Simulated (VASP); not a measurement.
# HfSi2B4 (Pmmm) in VASP: a series of runs

Runs on HfSi2B4. Level: PBE. Tasks: single point.

All numbers are computed with VASP 6.6.1; they aren't measurements. Logs are shortened: lines on timing, memory, paths and dates and some standing lists are left out, and cuts for length are marked.

### 1 Starting point

The structure is orthorhombic, space group Pmmm (No. 47). The conventional cell has a = 3.179 Å, b = 4.599 Å, c = 5.271 Å, α = 90.00°, β = 90.00°, γ = 90.00°. Hf (site symmetry mmm) is surrounded by 8 B at 2.53 Å and 4 Si at 2.64 Å. Si (site symmetry mm2) has 4 B at 2.18 Å as nearest neighbours. Around B (site symmetry m) lie 2 B at 1.76 to 1.77 Å.

The cell was built by a generator and needn't be a form met in nature.

### 2 Single point, PBE

The input, INCAR:

```
PREC = Normal
ENCUT = 520
EDIFF = 1E-5
ISMEAR = 0
SIGMA = 0.15
LREAL = Auto
LASPH = T
NELM = 80
ALGO = Fast
ISIF = 2
LWAVE = F
LCHARG = F
GGA = PE
```

The input, KPOINTS:

```
regular mesh
0
Gamma
  4 5 4
```

The input, POSCAR:

```
HfSi2B4
1.0
    6.3573200000      0.0000000000      0.0000000000
    0.0000000000      4.5992200000      0.0000000000
    0.0000000000      0.0000000000      5.2709800000
Hf Si B
2 4 8
Direct
    0.2500000000      0.0000000000      0.0000000000
    0.7500000000      0.0000000000      0.0000000000
    0.2500000000      0.5000000000      0.7529950000
    0.7500000000      0.5000000000      0.7529950000
    0.2500000000      0.5000000000      0.2470050000
    0.7500000000      0.5000000000      0.2470050000
    0.0000000000      0.8078070000      0.6672040000
    0.5000000000      0.8078070000      0.6672040000
    0.0000000000      0.8078070000      0.3327960000
    0.5000000000      0.8078070000      0.3327960000
    0.0000000000      0.1921930000      0.3327960000
    0.5000000000      0.1921930000      0.3327960000
    0.0000000000      0.1921930000      0.6672040000
    0.5000000000      0.1921930000      0.6672040000
```

Potentials or basis: VASP PAW PBE potentials, release 64 (Hf_pv, Si, B).

Launch:

```console
$ cat potpaw_PBE.64/Hf_pv/POTCAR potpaw_PBE.64/Si/POTCAR potpaw_PBE.64/B/POTCAR > POTCAR
$ mpirun -np 1 vasp_std > vasp.out
```

OUTCAR:

```text
PREC = Normal
   ENCUT = 520
   EDIFF = 1E-5
   ISMEAR = 0
   LREAL = Auto
   LASPH = T
   NELM = 80
   ISIF = 2
   GGA = PE

 ion  position               nearest neighbor table
   1  0.250  0.000  0.000-   7 2.53   8 2.53   9 2.53  10 2.53  11 2.53  12 2.53  13 2.53  14 2.53
                             3 2.64   5 2.64   3 2.64   5 2.64   2 3.18   2 3.18
   2  0.750  0.000  0.000-   7 2.53   8 2.53   9 2.53  10 2.53  11 2.53  12 2.53  13 2.53  14 2.53
                             4 2.64   6 2.64   4 2.64   6 2.64   1 3.18   1 3.18
   3  0.250  0.500  0.753-   7 2.18   8 2.18  13 2.18  14 2.18   5 2.60   1 2.64   1 2.64   5 2.67

   4  0.750  0.500  0.753-   7 2.18   8 2.18  13 2.18  14 2.18   6 2.60   2 2.64   2 2.64   6 2.67

   5  0.250  0.500  0.247-   9 2.18  10 2.18  11 2.18  12 2.18   3 2.60   1 2.64   1 2.64   3 2.67
[... 19 lines left out ...]
 A1 = (   0.0000000000,   4.5992200000,   0.0000000000)
 A2 = (   0.0000000000,   0.0000000000,   5.2709800000)
 A3 = (   6.3573200000,   0.0000000000,   0.0000000000)

Analysis of symmetry for initial positions (statically):
=====================================================================
 Subroutine PRICEL returns following result:

  LATTYP: Found a simple orthorhombic cell.
 ALAT       =     3.1786600000
 B/A-ratio  =     1.4469052997
 C/A-ratio  =     1.6582396356

  Lattice vectors:

 A1 = (   3.1786600000,   0.0000000000,   0.0000000000)
 A2 = (   0.0000000000,   4.5992200000,   0.0000000000)
 A3 = (   0.0000000000,   0.0000000000,   5.2709800000)

   2 primitive cells build up your supercell.

 Routine SETGRP: Setting up the symmetry group for a
 simple orthorhombic supercell.

 Subroutine GETGRP returns: Found  8 space group operations
 (whereof  8 operations were pure point group operations)
 out of a pool of  8 trial point group operations.

The static configuration has the point symmetry D_2h.

Analysis of symmetry for dynamics (positions and initial velocities):
=====================================================================
 Subroutine PRICEL returns following result:

  LATTYP: Found a simple orthorhombic cell.
 ALAT       =     3.1786600000
 B/A-ratio  =     1.4469052997
 C/A-ratio  =     1.6582396356

  Lattice vectors:

 A1 = (   3.1786600000,   0.0000000000,   0.0000000000)
 A2 = (   0.0000000000,   4.5992200000,   0.0000000000)
 A3 = (   0.0000000000,   0.0000000000,   5.2709800000)

   2 primitive cells build up your supercell.

 Routine SETGRP: Setting up the symmetry group for a
 simple orthorhombic supercell.

 Subroutine GETGRP returns: Found  8 space group operations
 (whereof  8 operations were pure point group operations)
 out of a pool of  8 trial point group operations.

The dynamic configuration has the point symmetry D_2h.

 Subroutine INISYM returns: Found  8 space group operations
 (whereof  8 operations are pure point group operations),
 and found     2 'primitive' translations

----------------------------------------------------------------------------------------

                                     Primitive cell

  volume of cell :      77.0583

  direct lattice vectors                    reciprocal lattice vectors
     3.178660000  0.000000000  0.000000000     0.314597975  0.000000000  0.000000000
     0.000000000  4.599220000  0.000000000     0.000000000  0.217428173  0.000000000
     0.000000000  0.000000000  5.270980000     0.000000000  0.000000000  0.189718041

  length of vectors
     3.178660000  4.599220000  5.270980000     0.314597975  0.217428173  0.189718041

  position of ions in fractional coordinates (direct lattice)
     0.500000000  0.000000000  0.000000000
     0.500000000  0.500000000  0.752995000
     0.500000000  0.500000000  0.247005000
     0.000000000  0.807807000  0.667204000
     0.000000000  0.807807000  0.332796000
     0.000000000  0.192193000  0.332796000
     0.000000000  0.192193000  0.667204000

  ion indices of the primitive-cell ions
   primitive index   ion index
                 1           1
                 2           3
                 3           5
                 4           7
                 5           9
                 6          11
                 7          13

----------------------------------------------------------------------------------------

 KPOINTS: regular mesh

Automatic generation of k-mesh.
 Grid dimensions read from file:
 generate k-points for:    4    5    4

 Generating k-lattice:

  Cartesian coordinates                     Fractional coordinates (reciprocal lattice)
     0.039324747  0.000000000  0.000000000     0.250000000  0.000000000  0.000000000
     0.000000000  0.043485635  0.000000000     0.000000000  0.200000000  0.000000000
     0.000000000  0.000000000  0.047429510     0.000000000  0.000000000  0.250000000

  Length of vectors
     0.039324747  0.043485635  0.047429510

  Shift w.r.t. Gamma in fractional coordinates (k-lattice)
     0.000000000  0.000000000  0.000000000

 Subroutine IBZKPT returns following result:
 ===========================================

 Found     27 irreducible k-points:

 Following reciprocal coordinates:
            Coordinates               Weight
  0.000000  0.000000  0.000000      1.000000
  0.250000  0.000000  0.000000      2.000000
  0.500000  0.000000  0.000000      1.000000
  0.000000  0.200000  0.000000      2.000000
  0.250000  0.200000  0.000000      4.000000
  0.500000  0.200000  0.000000      2.000000
[... 16 lines left out ...]
  0.250000  0.200000  0.500000      4.000000
  0.500000  0.200000  0.500000      2.000000
 [... further k-points ...]
   k-points           NKPTS =     27   k-points in BZ     NKDIM =     27   number of bands    NBANDS=     38
   number of dos      NEDOS =    301   number of ions     NIONS =     14
   total plane-waves  NPLWV =  30240
   dimension x,y,z NGX =    36 NGY =   28 NGZ =   30
   dimension x,y,z NGXF=    72 NGYF=   56 NGZF=   60
   ions per type =               2   4   8
   NGX,Y,Z   is equivalent  to a cutoff of   9.41, 10.12,  9.46 a.u.
   NGXF,Y,Z  is equivalent  to a cutoff of  18.83, 20.24, 18.92 a.u.
 SYSTEM =  unknown system
   PREC   = normal    normal or accurate (medium, high low for compatibility)
   ISTART =      0    job   : 0-new  1-cont  2-samecut
   ICHARG =      2    charge: 1-file 2-atom 10-const
   ISPIN  =      1    spin polarized calculation?
   LNONCOLLINEAR =      F non collinear calculations
   LSORBIT =      F    spin-orbit coupling
   LASPH  =      T    aspherical Exc in radial PAW
   ENCUT  =  520.0 eV  38.22 Ry    6.18 a.u.  11.82  8.55  9.80*2*pi/ulx,y,z
   NELM   =     80;   NELMIN=  2; NELMDL= -5     # of ELM steps
   EDIFF  = 0.1E-04   stopping-criterion for ELM
   LREAL  =      T    real-space projection
   EDIFFG = 0.1E-03   stopping-criterion for IOM
   NSW    =      0    number of steps for IOM
   IBRION =     -1    ionic relax: 0-MD 1-quasi-New 2-CG
   NFREE  =      0    steps in history (QN), initial steepest desc. (CG)
   ISIF   =      2    stress and relaxation
   ISYM   =      2    0-nonsym 1-usesym 2-fastsym
   POTIM  = 0.5000    time-step for ionic-motion
   TEBEG  =    0.0;   TEEND  =   0.0 temperature during run
   PSTRESS=    0.0 pullay stress
   NELECT =      60.0000    total number of electrons
   NUPDOWN=      -1.0000    fix difference up-down
   EMIN   =  10.00;   EMAX   =-10.00  energy-range for DOS
   EFERMI =   0.00;   METHOD = LEGACY
   ISMEAR =     0;   SIGMA  =   0.15  broadening in eV -4-tet -1-fermi 0-gaus
   EFERMI_NEDOS =   21; number of points for ismear=-14 and -15
   IALGO  =     68    algorithm
   IMIX   =      4    mixing-type and parameters
     AMIX     =   0.40;   BMIX     =  1.00
     AMIX_MAG =   1.60;   BMIX_MAG =  1.00
  volume/ion in A,a.u.               =      11.01        74.29
  Fermi-wavevector in a.u.,A,eV,Ry     =   1.195387  2.258955 19.442062  1.428951
  Thomas-Fermi vector in A             =   2.331354
   LORBIT       =      0    0 simple, 1 ext, 2 COOP (PROOUT), +10 PAW based schemes
   GGA     = PE    functional components
   LHFCALC =     F    Hartree Fock is set to
   AEXX    =    0.0000 exact exchange contribution
   IVDW    =     0    specifies the selected vdW correction
   LEPSILON=     F    determine dielectric tensor
   LRPA    =     F    only Hartree local field effects (RPA)
 non-spin polarized calculation
 RMM-DIIS sequential band-by-band and
 Gauss-broadening in eV      SIGMA  =   0.15
  energy-cutoff  :      520.00
  volume of cell :      154.12
 maximum number of plane-waves:      4176
   NGX = 23   NGY = 17   NGZ = 19

 number of electron      60.0000021 magnetization

 Free energy of the ion-electron system (eV)
  ---------------------------------------------------
  ext. energy  EPLUGINS =         0.00000000
  ---------------------------------------------------
  free energy    TOTEN  =       -94.10343796 eV

  energy without entropy =      -94.06710528  energy(sigma->0) =      -94.08527162

 E-fermi :   7.3034     XC(G=0): -11.5729

 val. band max:        7.2548297939   @ k =   0.2500   0.0000   0.2500
 cond. band min:       7.3102601424   @ k =   0.2500   0.2000   0.5000
 fundamental gap:      0.0554303484
 Fermi energy:         7.3033882106

 k-point     1 :       0.0000    0.0000    0.0000
  band No.  band energies     occupation
      1     -23.0901      2.00000
      2     -22.9507      2.00000
      3     -22.8983      2.00000
      4     -22.8667      2.00000
      5     -22.7984      2.00000
      6     -22.6310      2.00000
[... 973 lines left out ...]
     37      11.1578      0.00000
     38      11.1588      0.00000

 [... further k-points ...]

------------------------ aborting loop because EDIFF is reached ----------------------------------------

  FORCE on cell =-STRESS in cart. coord.  units (eV):
  Direction    XX          YY          ZZ          XY          YZ          ZX
  --------------------------------------------------------------------------------------
  -------------------------------------------------------------------------------------
  Total        0.2754385     -0.5930455      0.3975673      0.0000000      0.0000000      0.0000000
  in kB        2.8634232     -6.1652261      4.1330596      0.0000000      0.0000000      0.0000000
  external PRESSURE =       0.2770856 kB  Pullay stress =       0.0000000 kB

 VOLUME and BASIS-vectors are now :
 -----------------------------------------------------------------------------
  energy-cutoff  :      520.00
  volume of cell :      154.12
      direct lattice vectors                 reciprocal lattice vectors
     6.357320000  0.000000000  0.000000000     0.157298988  0.000000000  0.000000000
     0.000000000  4.599220000  0.000000000     0.000000000  0.217428173  0.000000000
     0.000000000  0.000000000  5.270980000     0.000000000  0.000000000  0.189718041

 POSITION                                       TOTAL-FORCE (eV/Angst)
 -----------------------------------------------------------------------------------
      1.58933      0.00000      0.00000         0.000000     -0.000000      0.000000
      4.76799      0.00000      0.00000         0.000000     -0.000000      0.000000
      1.58933      2.29961      3.96902        -0.000000     -0.000000     -0.049008
      4.76799      2.29961      3.96902        -0.000000      0.000000     -0.049008
      1.58933      2.29961      1.30196         0.000000      0.000000      0.049008
      4.76799      2.29961      1.30196         0.000000      0.000000      0.049008
      0.00000      3.71528      3.51682         0.000000      0.050054      0.017646
      3.17866      3.71528      3.51682         0.000000      0.050054      0.017646
      0.00000      3.71528      1.75416        -0.000000      0.050054     -0.017646
      3.17866      3.71528      1.75416        -0.000000      0.050054     -0.017646
      0.00000      0.88394      1.75416         0.000000     -0.050054     -0.017646
      3.17866      0.88394      1.75416         0.000000     -0.050054     -0.017646
      0.00000      0.88394      3.51682        -0.000000     -0.050054      0.017646
      3.17866      0.88394      3.51682         0.000000     -0.050054      0.017646
 -----------------------------------------------------------------------------------
    total drift:                                0.000000      0.000000      0.000000

  FREE ENERGIE OF THE ION-ELECTRON SYSTEM (eV)
  ---------------------------------------------------
  free  energy   TOTEN  =       -94.1034379586 eV

  energy  without entropy=      -94.0671052820  energy(sigma->0) =      -94.08527162
```

It took 41 s on 1 thread of Intel Xeon Platinum 8559C (Emerald Rapids), shared host; peak memory 0.23 GiB.

Results:

```yaml
Free_energy: -94.1034 eV
Pressure: 0.0 GPa
Largest_force: 0.053 eV/Å
Band_gap_on_the_k_mesh: none (metal or under the smearing width)
```

Forces on the atoms (eV/Å):
```
Hf   0.000  0.000  0.000
Hf   0.000  0.000  0.000
Si   0.000  0.000 -0.049
Si   0.000  0.000 -0.049
Si   0.000  0.000  0.049
Si   0.000  0.000  0.049
B    0.000  0.050  0.018
B    0.000  0.050  0.018
B    0.000  0.050 -0.018
B    0.000  0.050 -0.018
B    0.000 -0.050 -0.018
B    0.000 -0.050 -0.018
B    0.000 -0.050  0.018
B    0.000 -0.050  0.018
```

Spin-orbit coupling is left out, which matters for the levels of Hf.

### 3 Single point, PBE

This run uses another cell than the first one, of 11.10 Å³/atom, 1.009 times its volume.

INCAR is that of step 2.

The input, KPOINTS:

```
regular mesh
0
Gamma
  8 8 3
```

The input, POSCAR:

```
HfSi2B4
1.0
    3.0398670000      0.0000000000      0.0000000000
   -3.0398660000      5.2652040000      0.0000000000
    0.0000000000      0.0000000000      9.7133800000
Hf Si B
2 4 8
Direct
    0.0000000000      0.0000000000      0.0000000000
    0.0000000000      0.5000000000      0.0000000000
    0.0000000000      0.0000000000      0.6329080000
    0.0000000000      0.5000000000      0.6329080000
    0.0000000000      0.0000000000      0.3670920000
    0.0000000000      0.5000000000      0.3670920000
    0.6666670000      0.1666665000      0.1862320000
    0.6666670000      0.6666665000      0.1862320000
    0.3333330000      0.3333335000      0.1862320000
    0.3333330000      0.8333335000      0.1862320000
    0.3333330000      0.3333335000      0.8137680000
    0.3333330000      0.8333335000      0.8137680000
    0.6666670000      0.1666665000      0.8137680000
    0.6666670000      0.6666665000      0.8137680000
```

Potentials or basis: VASP PAW PBE potentials, release 64 (Hf_pv, Si, B).

Launch:

```console
$ cat potpaw_PBE.64/Hf_pv/POTCAR potpaw_PBE.64/Si/POTCAR potpaw_PBE.64/B/POTCAR > POTCAR
$ mpirun -np 1 vasp_std > vasp.out
```

OUTCAR:

```text
PREC = Normal
   ENCUT = 520
   EDIFF = 1E-5
   ISMEAR = 0
   LREAL = Auto
   LASPH = T
   NELM = 80
   ISIF = 2
   GGA = PE

 ion  position               nearest neighbor table
   1  0.000  0.000  0.000-   7 2.52  10 2.52  12 2.52  13 2.52  11 2.52   9 2.52   8 2.52  14 2.52
                             7 2.52  13 2.52  10 2.52  12 2.52   2 3.04   2 3.04   2 3.04   2 3.04
   2  0.000  0.500  0.000-   8 2.52   9 2.52  11 2.52  14 2.52   7 2.52  12 2.52  13 2.52  10 2.52
                             8 2.52  14 2.52   9 2.52  11 2.52   1 3.04   1 3.04   1 3.04   1 3.04
   3  0.000  0.000  0.633-  12 2.48  13 2.48  11 2.48  14 2.48  13 2.48  12 2.48   5 2.58   4 3.04
                             4 3.04   4 3.04   4 3.04
[... 1251 lines left out ...]
    -3.039866000  5.265204000  0.000000000     0.000000000  0.189926164  0.000000000
     0.000000000  0.000000000  9.713380000     0.000000000  0.000000000  0.102950775

 POSITION                                       TOTAL-FORCE (eV/Angst)
 -----------------------------------------------------------------------------------
      0.00000      0.00000      0.00000         0.000000      0.000000     -0.000000
     -1.51993      2.63260      0.00000         0.000000      0.000000     -0.000000
      0.00000      0.00000      6.14768        -0.000000      0.000000     -0.136371
     -1.51993      2.63260      6.14768         0.000000      0.000000     -0.136371
      0.00000      0.00000      3.56570        -0.000000      0.000000      0.136371
     -1.51993      2.63260      3.56570        -0.000000      0.000000      0.136371
      1.51994      0.87753      1.80894         0.000000      0.027135     -0.019967
      0.00000      3.51014      1.80894         0.000000      0.027135     -0.019967
     -0.00000      1.75507      1.80894        -0.000000     -0.027135     -0.019967
     -1.51993      4.38767      1.80894        -0.000000     -0.027135     -0.019967
     -0.00000      1.75507      7.90444        -0.000000     -0.027135      0.019967
     -1.51993      4.38767      7.90444        -0.000000     -0.027135      0.019967
      1.51994      0.87753      7.90444         0.000000      0.027135      0.019967
      0.00000      3.51014      7.90444         0.000000      0.027135      0.019967
 -----------------------------------------------------------------------------------
    total drift:                               -0.000000      0.000000      0.000000

  FREE ENERGIE OF THE ION-ELECTRON SYSTEM (eV)
  ---------------------------------------------------
  free  energy   TOTEN  =       -94.7131833853 eV

  energy  without entropy=      -94.6769461336  energy(sigma->0) =      -94.69506476
```

stdout:

```text
POSCAR found type information on POSCAR HfSiB
 POSCAR found :  3 types and      14 ions
 scaLAPACK will be used
 LDA part: xc-table for (Slater+PW92), standard interpolation
 POSCAR, INCAR and KPOINTS ok, starting setup
 FFT: planning ... GRIDC
 FFT: planning ... GRID_SOFT
 FFT: planning ... GRID
 WAVECAR not read
 entering main loop
```

Wall time 2.2 min (1 thread of Intel Xeon Platinum 8559C (Emerald Rapids), shared host); peak memory 0.3 GiB.

Results:

```
Free energy            : -94.7132 eV
Pressure               : 0.0 GPa
Largest force          : 0.136 eV/Å
Band gap on the k mesh : none (metal or under the smearing width)
```

Forces in eV/Å, atoms in the order of the input:
```
Hf   0.000  0.000  0.000
Hf   0.000  0.000  0.000
Si   0.000  0.000 -0.136
Si   0.000  0.000 -0.136
Si   0.000  0.000  0.136
Si   0.000  0.000  0.136
B    0.000  0.027 -0.020
B    0.000  0.027 -0.020
B    0.000 -0.027 -0.020
B    0.000 -0.027 -0.020
B    0.000 -0.027  0.020
B    0.000 -0.027  0.020
B    0.000  0.027  0.020
B    0.000  0.027  0.020
```

The run has no spin-orbit coupling, so splittings on Hf are missing.
